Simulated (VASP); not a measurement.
Method: PBEsol GGA, VASP's PBE PAW potentials (set 64) (plane waves; VASP 6.6.1).

The input files of a VASP run:

File KPOINTS:
```
K-points
0
G
7 7 7
0 0 0
```

**INCAR**
```
ALGO=Normal
EDIFF=1E-7
ENCUT=400
GGA=PS
ISIF=2
ISMEAR=-5
LASPH=.True.
LCHARG=.True.
LEFG=.True.
LMAXMIX=4
LORBIT=11
LREAL=.False.
LWAVE=.False.
NEDOS=601
NELM=100
PREC=Accurate
SYSTEM=Rb2PdSe2
```

### POSCAR
```
Rb2PdSe2
6.5574020
 -0.2892181313   0.5728386977   0.7669477086
  0.2892181313  -0.5728386977   0.7669477086
  0.2892181313   0.5728386977  -0.7669477086
Rb Pd Se
2 1 2
Cart
 -0.0000000000   0.5728386977   0.2981395391
  0.2892181313   0.0000000000   0.4688081694
  0.0000000000   0.0000000000   0.0000000000
  0.2892181313   0.2436527003   0.0000000000
 -0.0000000000   0.3291859975   0.7669477086
```

POTCAR, in this order: Rb_sv Pd Se (PBE.64 set). Program: vasp_std.

The run wrote:

**OSZICAR**
```
       N       E                     dE             d eps       ncg     rms          rms(c)
DAV:   1     0.219374061203E+03    0.21937E+03   -0.15576E+04  3096   0.117E+03
DAV:   2    -0.715161796181E+01   -0.22653E+03   -0.22392E+03  4144   0.257E+02
DAV:   3    -0.207335494450E+02   -0.13582E+02   -0.13541E+02  4304   0.647E+01
DAV:   4    -0.210488059623E+02   -0.31526E+00   -0.31505E+00  4568   0.867E+00
DAV:   5    -0.210543705950E+02   -0.55646E-02   -0.55645E-02  4200   0.104E+00    0.961E+00
DAV:   6    -0.203659366624E+02    0.68843E+00   -0.35876E+00  3160   0.150E+01    0.522E+00
DAV:   7    -0.201739751883E+02    0.19196E+00   -0.13510E+00  3688   0.902E+00    0.348E+00
DAV:   8    -0.201323385226E+02    0.41637E-01   -0.19653E-01  4072   0.221E+00    0.116E+00
DAV:   9    -0.201289606348E+02    0.33779E-02   -0.63526E-02  3568   0.197E+00    0.361E-01
DAV:  10    -0.201285614435E+02    0.39919E-03   -0.77505E-03  3768   0.778E-01    0.925E-02
DAV:  11    -0.201287660273E+02   -0.20458E-03   -0.90015E-04  4056   0.154E-01    0.483E-02
DAV:  12    -0.201287727538E+02   -0.67264E-05   -0.13504E-04  4016   0.544E-02    0.129E-02
DAV:  13    -0.201287757130E+02   -0.29593E-05   -0.11188E-05  3816   0.186E-02    0.520E-03
DAV:  14    -0.201287758927E+02   -0.17969E-06   -0.82133E-07  4240   0.514E-03    0.211E-03
DAV:  15    -0.201287761168E+02   -0.22407E-06   -0.56172E-07  3392   0.418E-03    0.116E-03
DAV:  16    -0.201287761397E+02   -0.22918E-07   -0.34687E-08  2832   0.140E-03
   1 F= -.20128776E+02 E0= -.20128776E+02  d E =0.000000E+00
```

### OUTCAR
```
------------------------ aborting loop because EDIFF is reached ----------------------------------------
  FORCE on cell =-STRESS in cart. coord.  units (eV):
  Direction    XX          YY          ZZ          XY          YZ          ZX
  --------------------------------------------------------------------------------------
  Total       -0.0069411     -0.0360441      0.0282493      0.0000000      0.0000000      0.0000000
  in kB       -0.0775993     -0.4029640      0.3158202      0.0000000      0.0000000      0.0000000
  external PRESSURE =      -0.0549144 kB  Pullay stress =       0.0000000 kB
  volume of cell :      143.31
      direct lattice vectors                 reciprocal lattice vectors
    -1.896519553  3.756333622  5.029184438     0.000000000  0.133108518  0.099419698
     1.896519553 -3.756333622  5.029184438     0.263640836  0.000000000  0.099419698
     1.896519553  3.756333622 -5.029184438     0.263640836  0.133108518  0.000000000
 POSITION                                       TOTAL-FORCE (eV/Angst)
 -----------------------------------------------------------------------------------
      0.00000      3.75633      1.95502        -0.000000     -0.000000      0.007666
      1.89652      0.00000      3.07416         0.000000     -0.000000     -0.007666
      0.00000      0.00000      0.00000        -0.000000      0.000000      0.000000
      1.89652      1.59773      0.00000         0.000000      0.014732     -0.000000
      0.00000      2.15860      5.02918        -0.000000     -0.014732      0.000000
 -----------------------------------------------------------------------------------
    total drift:                                0.000000      0.000000     -0.000000
  FREE ENERGIE OF THE ION-ELECTRON SYSTEM (eV)
  ---------------------------------------------------
  free  energy   TOTEN  =       -20.1287761397 eV

  energy  without entropy=      -20.1287761397  energy(sigma->0) =      -20.12877614

 total charge

# of ion       s       p       d       tot
------------------------------------------
    1        1.944   5.343   0.036   7.323
    2        1.944   5.343   0.036   7.323
    3        0.487   0.484   8.545   9.515
    4        1.444   2.357   0.034   3.835
    5        1.444   2.357   0.034   3.835
--------------------------------------------------
tot          7.262  15.883   8.685  31.830

 Electric field gradients after diagonalization (V/A^2)
 (convention: |V_zz| > |V_xx| > |V_yy|)
----------------------------------------------------------------------
 ion       V_xx      V_yy      V_zz     asymmetry (V_yy - V_xx)/ V_zz
----------------------------------------------------------------------
   1     -24.595    -8.619    33.214       0.481
   2     -24.595    -8.619    33.214       0.481
   3      16.960    15.184   -32.144       0.055
   4     120.895    87.810  -208.705       0.159
   5     120.895    87.810  -208.705       0.159
```
(Selected blocks of OUTCAR.)

The structure comes from a computed database's Rb2PdSe2 entry (Immm); how it stands against other phases isn't given here. It was relaxed first.
